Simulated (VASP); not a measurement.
Data:

```
CaRh2P2
1.0
   -1.98807     1.98807     4.82369
    1.98807    -1.98807     4.82369
    1.98807     1.98807    -4.82369
Ca P Rh
1 2 2
Cartesian
  0.00000   0.00000   0.00000
  0.00000   0.00000   5.93913
  0.00000   0.00000   3.70826
  0.00000   1.98807   2.41185
  1.98807   0.00000   2.41185
```

The numbers are results of PBEsol GGA, VASP's PBE PAW potentials (set 64) (plane waves; VASP), not measurements. Numerical set-up: 400 eV cut-off, 12×12×12 Γ-centred mesh, tetrahedra with Blöchl corrections, potentials Ca_sv P Rh_pv.

Tabulate the total density of states (states/eV per cell) against energy (eV; zero at the valence-band maximum or, without a gap, the Fermi level).

```csv
E (eV),DOS (states/eV)
-9.98,0.00
-9.77,0.00
-9.66,0.00
-9.45,0.00
-9.34,0.00
-9.13,0.00
-9.02,0.00
-8.81,0.00
-8.59,0.00
-8.49,0.00
-8.27,0.00
-8.16,0.00
-7.95,0.00
-7.74,0.16
-7.63,0.28
-7.42,0.70
-7.31,0.95
-7.09,1.55
-6.99,1.97
-6.77,2.92
-6.56,2.51
-6.45,3.76
-6.24,3.97
-6.13,2.81
-5.92,3.40
-5.70,5.56
-5.59,4.33
-5.38,0.34
-5.27,1.04
-5.06,4.25
-4.95,5.40
-4.74,4.97
-4.53,5.51
-4.42,3.87
-4.20,3.23
-4.10,5.05
-3.88,3.67
-3.67,4.46
-3.56,6.08
-3.35,5.06
-3.24,4.82
-3.03,3.84
-2.92,3.87
-2.70,4.17
-2.49,6.37
-2.38,5.46
-2.17,5.00
-2.06,4.03
-1.85,2.38
-1.63,3.41
-1.53,4.15
-1.31,2.68
-1.21,2.37
-0.99,1.71
-0.88,1.68
-0.67,1.88
-0.46,2.43
-0.35,2.09
-0.14,2.28
-0.03,3.34
0.19,2.41
0.40,1.96
0.51,2.92
0.72,2.73
0.83,2.30
1.04,1.61
1.15,1.40
1.36,1.18
1.58,1.28
1.69,1.46
1.90,1.89
2.01,2.24
2.22,2.27
2.44,2.21
2.54,1.84
2.76,1.70
2.86,1.88
3.08,1.78
3.18,1.84
3.40,2.02
```
Within 2 eV below the Fermi level the largest weight inside VASP's projection spheres is Rh d.

The structure comes from a computed database's CaRh2P2 entry (I4/mmm); how it stands against other phases isn't given here. It was relaxed first.
